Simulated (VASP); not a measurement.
# Be2SnCl (P4/mmm) in VASP: notebook

One crystal, Be2SnCl, is run at these levels: PBE; tasks: single point, relaxation of cell and atoms.

All numbers are computed with VASP 6.6.1; they aren't measurements. Logs are shortened: lines on timing, memory, paths and dates and some standing lists are left out, and cuts for length are marked.

### 1 The cell of the first run

The structure is tetragonal, space group P4/mmm (No. 123). Conventional cell: a = 4.627 Å, b = 4.627 Å, c = 3.033 Å, α = 90.00°, β = 90.00°, γ = 90.00°. Be (site symmetry mmm) is surrounded by 2 Cl at 2.31 Å. Around Sn (site symmetry 4/mmm) lie 8 Be at 2.77 Å and 2 Sn at 3.03 Å. Around Cl (site symmetry 4/mmm) lie 4 Be at 2.31 Å.

The cell was built by a generator and needn't be a form met in nature.

### 2 Single point, PBE (random cell by space group and Wyckoff sites (P4mm, No. 99))

INCAR

```
ALGO = Fast
EDIFF = 1E-6
ENCUT = 520
GGA = PE
ISIF = 2
ISMEAR = 0
LASPH = T
LCHARG = F
LREAL = F
LWAVE = F
NBANDS = 20
NELM = 80
PREC = Accurate
SIGMA = 0.1
```

KPOINTS

```
k-points
0
Gamma
  4 4 6
```

POSCAR

```
Be2SnCl
1.0
    4.6267561297      0.0000000000      0.0000000000
    0.0000000000      4.6267561297      0.0000000000
    0.0000000000      0.0000000000      3.0329759919
Be Sn Cl
2 1 1
Direct
    0.5000000000      0.0000000000      0.0000000000
    0.0000000000      0.5000000000      0.0000000000
    0.0000000000      0.0000000000      0.5000000000
    0.5000000000      0.5000000000      0.0000000000
```

Potentials or basis: VASP PAW PBE potentials, release 64 (Be, Sn_d, Cl).

On the command line:

```sh
> cat potpaw_PBE.64/Be/POTCAR potpaw_PBE.64/Sn_d/POTCAR potpaw_PBE.64/Cl/POTCAR > POTCAR
> mpirun -np 1 vasp_std > vasp.out
```

OUTCAR:

```text
EDIFF = 1E-6
   ENCUT = 520
   GGA = PE
   ISIF = 2
   ISMEAR = 0
   LASPH = T
   LREAL = F
   NELM = 80
   PREC = Accurate

 ion  position               nearest neighbor table
   1  0.500  0.000  0.000-   4 2.31   4 2.31   3 2.77   3 2.77   3 2.77   3 2.77
   2  0.000  0.500  0.000-   4 2.31   4 2.31   3 2.77   3 2.77   3 2.77   3 2.77
   3  0.000  0.000  0.500-   1 2.77   2 2.77   1 2.77   2 2.77   2 2.77   2 2.77   1 2.77   1 2.77

   4  0.500  0.500  0.000-   1 2.31   2 2.31   1 2.31   2 2.31

  LATTYP: Found a simple tetragonal cell.
 ALAT       =     4.6267561297
 C/A-ratio  =     0.6555296858

  Lattice vectors:

 A1 = (   4.6267561297,   0.0000000000,   0.0000000000)
 A2 = (   0.0000000000,   4.6267561297,   0.0000000000)
 A3 = (   0.0000000000,   0.0000000000,   3.0329759919)

Analysis of symmetry for initial positions (statically):
=====================================================================
 Subroutine PRICEL returns:
 Original cell was already a primitive cell.

 Routine SETGRP: Setting up the symmetry group for a
 simple tetragonal supercell.

 Subroutine GETGRP returns: Found 16 space group operations
 (whereof 16 operations were pure point group operations)
 out of a pool of 16 trial point group operations.

The static configuration has the point symmetry D_4h.

Analysis of symmetry for dynamics (positions and initial velocities):
=====================================================================
 Subroutine PRICEL returns:
 Original cell was already a primitive cell.

 Routine SETGRP: Setting up the symmetry group for a
 simple tetragonal supercell.

 Subroutine GETGRP returns: Found 16 space group operations
 (whereof 16 operations were pure point group operations)
 out of a pool of 16 trial point group operations.

The dynamic configuration has the point symmetry D_4h.

 Subroutine INISYM returns: Found 16 space group operations
 (whereof 16 operations are pure point group operations),
 and found     1 'primitive' translations

----------------------------------------------------------------------------------------

                                     Primitive cell

  volume of cell :      64.9265

  direct lattice vectors                    reciprocal lattice vectors
     4.626756130  0.000000000  0.000000000     0.216134149  0.000000000  0.000000000
     0.000000000  4.626756130  0.000000000     0.000000000  0.216134149  0.000000000
     0.000000000  0.000000000  3.032975992     0.000000000  0.000000000  0.329709171

  length of vectors
     4.626756130  4.626756130  3.032975992     0.216134149  0.216134149  0.329709171

  position of ions in fractional coordinates (direct lattice)
     0.500000000  0.000000000  0.000000000
     0.000000000  0.500000000  0.000000000
     0.000000000  0.000000000  0.500000000
     0.500000000  0.500000000  0.000000000

  ion indices of the primitive-cell ions
   primitive index   ion index
                 1           1
                 2           2
                 3           3
                 4           4

----------------------------------------------------------------------------------------

 KPOINTS: k-points

Automatic generation of k-mesh.
 Grid dimensions read from file:
 generate k-points for:    4    4    6

 Generating k-lattice:

  Cartesian coordinates                     Fractional coordinates (reciprocal lattice)
     0.054033537  0.000000000  0.000000000     0.250000000  0.000000000  0.000000000
     0.000000000  0.054033537  0.000000000     0.000000000  0.250000000  0.000000000
     0.000000000  0.000000000  0.054951529     0.000000000  0.000000000  0.166666667

  Length of vectors
     0.054033537  0.054033537  0.054951529

  Shift w.r.t. Gamma in fractional coordinates (k-lattice)
     0.000000000  0.000000000  0.000000000

 Subroutine IBZKPT returns following result:
 ===========================================

 Found     24 irreducible k-points:

 Following reciprocal coordinates:
            Coordinates               Weight
  0.000000  0.000000  0.000000      1.000000
  0.250000  0.000000  0.000000      4.000000
  0.500000  0.000000  0.000000      2.000000
  0.250000  0.250000  0.000000      4.000000
  0.500000  0.250000  0.000000      4.000000
  0.500000  0.500000  0.000000      1.000000
[... 16 lines left out ...]
  0.500000  0.250000  0.500000      4.000000
  0.500000  0.500000  0.500000      1.000000
   k-points           NKPTS =     24   k-points in BZ     NKDIM =     24   number of bands    NBANDS=     20
   number of dos      NEDOS =    301   number of ions     NIONS =      4
   total plane-waves  NPLWV =  31104
   dimension x,y,z NGX =    36 NGY =   36 NGZ =   24
   dimension x,y,z NGXF=    72 NGYF=   72 NGZF=   48
   ions per type =               2   1   1
   NGX,Y,Z   is equivalent  to a cutoff of  12.94, 12.94, 13.16 a.u.
   NGXF,Y,Z  is equivalent  to a cutoff of  25.87, 25.87, 26.31 a.u.
 SYSTEM =  unknown system
   PREC   = accura    normal or accurate (medium, high low for compatibility)
   ISTART =      0    job   : 0-new  1-cont  2-samecut
   ICHARG =      2    charge: 1-file 2-atom 10-const
   ISPIN  =      1    spin polarized calculation?
   LNONCOLLINEAR =      F non collinear calculations
   LSORBIT =      F    spin-orbit coupling
   LASPH  =      T    aspherical Exc in radial PAW
   ENCUT  =  520.0 eV  38.22 Ry    6.18 a.u.   8.60  8.60  5.64*2*pi/ulx,y,z
   NELM   =     80;   NELMIN=  2; NELMDL= -5     # of ELM steps
   EDIFF  = 0.1E-05   stopping-criterion for ELM
   LREAL  =      F    real-space projection
   EDIFFG = 0.1E-04   stopping-criterion for IOM
   NSW    =      0    number of steps for IOM
   IBRION =     -1    ionic relax: 0-MD 1-quasi-New 2-CG
   NFREE  =      0    steps in history (QN), initial steepest desc. (CG)
   ISIF   =      2    stress and relaxation
   ISYM   =      2    0-nonsym 1-usesym 2-fastsym
   POTIM  = 0.5000    time-step for ionic-motion
   TEBEG  =    0.0;   TEEND  =   0.0 temperature during run
   PSTRESS=    0.0 pullay stress
   NELECT =      25.0000    total number of electrons
   NUPDOWN=      -1.0000    fix difference up-down
   EMIN   =  10.00;   EMAX   =-10.00  energy-range for DOS
   EFERMI =   0.00;   METHOD = LEGACY
   ISMEAR =     0;   SIGMA  =   0.10  broadening in eV -4-tet -1-fermi 0-gaus
   EFERMI_NEDOS =   21; number of points for ismear=-14 and -15
   IALGO  =     68    algorithm
   IMIX   =      4    mixing-type and parameters
     AMIX     =   0.40;   BMIX     =  1.00
     AMIX_MAG =   1.60;   BMIX_MAG =  1.00
  volume/ion in A,a.u.               =      16.23       109.54
  Fermi-wavevector in a.u.,A,eV,Ry     =   1.191006  2.250676 19.299814  1.418496
  Thomas-Fermi vector in A             =   2.327078
   LORBIT       =      0    0 simple, 1 ext, 2 COOP (PROOUT), +10 PAW based schemes
   GGA     = PE    functional components
   LHFCALC =     F    Hartree Fock is set to
   AEXX    =    0.0000 exact exchange contribution
   IVDW    =     0    specifies the selected vdW correction
   LEPSILON=     F    determine dielectric tensor
   LRPA    =     F    only Hartree local field effects (RPA)
 non-spin polarized calculation
 RMM-DIIS sequential band-by-band and
 Gauss-broadening in eV      SIGMA  =   0.10
  energy-cutoff  :      520.00
  volume of cell :       64.93
 maximum number of plane-waves:      1768
 NGX is ok and might be reduce to    36
   NGX = 17   NGY = 17   NGZ = 11

 number of electron      25.0000007 magnetization

 Free energy of the ion-electron system (eV)
  ---------------------------------------------------
  ext. energy  EPLUGINS =         0.00000000
  ---------------------------------------------------
  free energy    TOTEN  =       -12.28373232 eV

  energy without entropy =      -12.27938025  energy(sigma->0) =      -12.28155629

 E-fermi :   6.6799     XC(G=0): -10.1894

 val. band max:        6.5897010630   @ k =   0.2500   0.0000   0.1667
 cond. band min:       6.7988233972   @ k =   0.2500   0.2500   0.5000
 fundamental gap:      0.2091223343
 Fermi energy:         6.6798624060

 k-point     1 :       0.0000    0.0000    0.0000
  band No.  band energies     occupation
      1     -14.4595      2.00000
      2     -14.2047      2.00000
      3     -14.1772      2.00000
      4     -14.1772      2.00000
      5     -14.1748      2.00000
      6     -10.5572      2.00000
[... 12 lines left out ...]
     19      14.8035      0.00000
     20      14.8035      0.00000

 k-point     2 :       0.2500    0.0000    0.0000
  band No.  band energies     occupation
      1     -14.4588      2.00000
      2     -14.2016      2.00000
      3     -14.1781      2.00000
      4     -14.1772      2.00000
      5     -14.1763      2.00000
      6     -10.5268      2.00000
[... 12 lines left out ...]
     19      13.7951      0.00000
     20      15.3581      0.00000

 k-point     3 :       0.5000    0.0000    0.0000
  band No.  band energies     occupation
      1     -14.4580      2.00000
      2     -14.1986      2.00000
      3     -14.1791      2.00000
      4     -14.1777      2.00000
      5     -14.1771      2.00000
      6     -10.4955      2.00000
[... 12 lines left out ...]
     19      14.1064      0.00000
     20      15.6596      0.00000

 k-point     4 :       0.2500    0.2500    0.0000
  band No.  band energies     occupation
      1     -14.4581      2.00000
      2     -14.1985      2.00000
      3     -14.1789      2.00000
      4     -14.1781      2.00000
      5     -14.1781      2.00000
      6     -10.4993      2.00000
[... 429 lines left out ...]
 k-point    23 :       0.5000    0.2500    0.5000
  band No.  band energies     occupation
      1     -14.3313      2.00000
      2     -14.3292      2.00000
      3     -14.1750      2.00000
      4     -14.1604      2.00000
      5     -14.0731      2.00000
      6      -9.7594      2.00000
[... 12 lines left out ...]
     19      13.4084      0.00000
     20      13.5924      0.00000

 k-point    24 :       0.5000    0.5000    0.5000
  band No.  band energies     occupation
      1     -14.3301      2.00000
      2     -14.3301      2.00000
      3     -14.1716      2.00000
      4     -14.1614      2.00000
      5     -14.0718      2.00000
      6      -9.7606      2.00000
[... 12 lines left out ...]
     19      14.2263      0.00000
     20      15.9102      0.00000

------------------------ aborting loop because EDIFF is reached ----------------------------------------

  FORCE on cell =-STRESS in cart. coord.  units (eV):
  Direction    XX          YY          ZZ          XY          YZ          ZX
  --------------------------------------------------------------------------------------
  -------------------------------------------------------------------------------------
  Total       -0.0123273     -0.0123273     -0.0741512      0.0000000      0.0000000      0.0000000
  in kB       -0.3041970     -0.3041970     -1.8298113      0.0000000      0.0000000      0.0000000
  external PRESSURE =      -0.8127351 kB  Pullay stress =       0.0000000 kB

 VOLUME and BASIS-vectors are now :
 -----------------------------------------------------------------------------
  energy-cutoff  :      520.00
  volume of cell :       64.93
      direct lattice vectors                 reciprocal lattice vectors
     4.626756130  0.000000000  0.000000000     0.216134149  0.000000000  0.000000000
     0.000000000  4.626756130  0.000000000     0.000000000  0.216134149  0.000000000
     0.000000000  0.000000000  3.032975992     0.000000000  0.000000000  0.329709171

 POSITION                                       TOTAL-FORCE (eV/Angst)
 -----------------------------------------------------------------------------------
      2.31338      0.00000      0.00000         0.000000      0.000000      0.000000
      0.00000      2.31338      0.00000         0.000000      0.000000      0.000000
      0.00000      0.00000      1.51649         0.000000      0.000000      0.000000
      2.31338      2.31338      0.00000         0.000000      0.000000      0.000000
 -----------------------------------------------------------------------------------
    total drift:                                0.000000      0.000000      0.000000

  FREE ENERGIE OF THE ION-ELECTRON SYSTEM (eV)
  ---------------------------------------------------
  free  energy   TOTEN  =       -12.2837323203 eV

  energy  without entropy=      -12.2793802517  energy(sigma->0) =      -12.28155629
```

Run time: 16 s. Hardware: 1 thread of Intel Xeon Platinum 8375C at 2.90GHz (Ice Lake), shared host; peak memory 0.19 GiB.

What came out:

* Free energy: -12.2837 eV
* Pressure: -0.1 GPa
* Band gap on the k mesh: none (metal or under the smearing width)

Stress tensor (GPa, compression positive):
```
-0.03  0.00  0.00
 0.00 -0.03  0.00
 0.00  0.00 -0.18
```

Caveat: an odd number of electrons without spin polarisation forces a metal; a magnetic or distorted state may lie lower.

### 3 Relaxation of cell and atoms, PBE (random cell by space group and Wyckoff sites (P4mm, No. 99))

INCAR

```
ALGO     = Normal         # electronic algorithm
EDIFF    = 1E-6           # SCF threshold, eV
EDIFFG   = -0.04          # ionic threshold
ENCUT    = 600            # plane-wave cutoff, eV
GGA      = PE             # functional
IBRION   = 2              # ionic algorithm
ISIF     = 3              # what is computed and relaxed
ISMEAR   = 0              # smearing method
LASPH    = T              # aspherical terms in the spheres
LCHARG   = F              # write CHGCAR
LREAL    = F              # projectors in reciprocal space
LWAVE    = F              # write WAVECAR
NELM     = 80             # most SCF steps
NSW      = 90             # ionic steps
PREC     = Accurate       # precision mode
SIGMA    = 0.1            # smearing width, eV
```

KPOINTS is that of step 2.

POSCAR

```
Be2SnCl
1.0
    4.5153171278      0.0000000000      0.0000000000
    0.0000000000      4.5153171278      0.0000000000
    0.0000000000      0.0000000000      3.2185644293
Be Sn Cl
2 1 1
Direct
    0.5000000000      0.0000000000      0.0000000000
    0.0000000000      0.5000000000      0.0000000000
    0.0000000000      0.0000000000      0.5000000000
    0.5000000000      0.5000000000      0.0000000000
```

Potentials or basis: VASP PAW PBE potentials, release 64 (Be, Sn_d, Cl).

On the command line:

```sh
> cat potpaw_PBE.64/Be/POTCAR potpaw_PBE.64/Sn_d/POTCAR potpaw_PBE.64/Cl/POTCAR > POTCAR
> mpirun -np 1 vasp_std > vasp.out
```

Wall time 53 s (1 thread of Intel Xeon Platinum 8375C at 2.90GHz (Ice Lake), shared host); peak memory 0.21 GiB.

The run converged. Its results:

```
Free energy                            : -12.2839 eV
Relaxed volume                         : 16.21 Å³/atom
Relaxed cell                           : a = 4.627 Å, b = 4.627 Å, c = 3.029 Å, α = 90.00°, β = 90.00°, γ = 90.00°
Space group after relaxing (to 0.05 Å) : P4/mmm (No. 123)
Energy gained by relaxing              : 30.6 meV/atom
Ionic steps                            : 5
Pressure after relaxing                : 0.0 GPa
Band gap on the k mesh                 : none (metal or under the smearing width)
```

Step by step:
```csv
step,energy change (eV),largest force (eV/Å),pressure (GPa),volume (Å³)
1,0.0000,0.0000,0.03,65.62
2,-0.1023,0.0000,-0.42,65.59
3,-0.1208,0.0000,-0.62,65.52
4,-0.1210,0.0000,-0.60,65.51
5,-0.1222,0.0000,0.04,64.86
```

Final structure:
```cif
data_structure
_symmetry_space_group_name_H-M 'P 1'
_symmetry_Int_Tables_number 1
_cell_length_a 4.6274
_cell_length_b 4.6274
_cell_length_c 3.0288
_cell_angle_alpha 90.000
_cell_angle_beta 90.000
_cell_angle_gamma 90.000
_cell_volume 64.86
loop_
_atom_site_label
_atom_site_type_symbol
_atom_site_fract_x
_atom_site_fract_y
_atom_site_fract_z
_atom_site_occupancy
Be1 Be 0.50000 0.00000 0.00000 1
Be2 Be 0.00000 0.50000 0.00000 1
Sn1 Sn 0.00000 0.00000 0.50000 1
Cl1 Cl 0.50000 0.50000 0.00000 1
```

Levels at points of the mesh, in eV from the Fermi level:
```
           k point  band 9  band 10  band 11  band 12  band 13  band 14  band 15  band 16
(0.00, 0.00, 0.00)   -6.87    -2.54    -1.77    -1.29    -1.29     2.30     4.89     5.28
(0.50, 0.00, 0.00)   -5.09    -4.46    -2.64    -2.43     1.65     2.67     4.78     7.00
(0.50, 0.50, 0.00)   -7.80    -2.36    -1.13    -1.13     2.50     3.26     4.44     6.09
(0.00, 0.00, 0.50)   -5.83    -4.51    -4.15     0.74     1.31     1.42     1.42     2.73
(0.50, 0.00, 0.50)   -5.72    -5.58    -2.64    -1.11     0.13     1.48     2.06     2.16
(0.50, 0.50, 0.50)   -5.96    -4.60    -4.53    -2.54    -2.54     3.04     3.04     4.17
```

Caveat: an odd number of electrons without spin polarisation forces a metal; a magnetic or distorted state may lie lower.

(Part 1 of 2 ends here.)
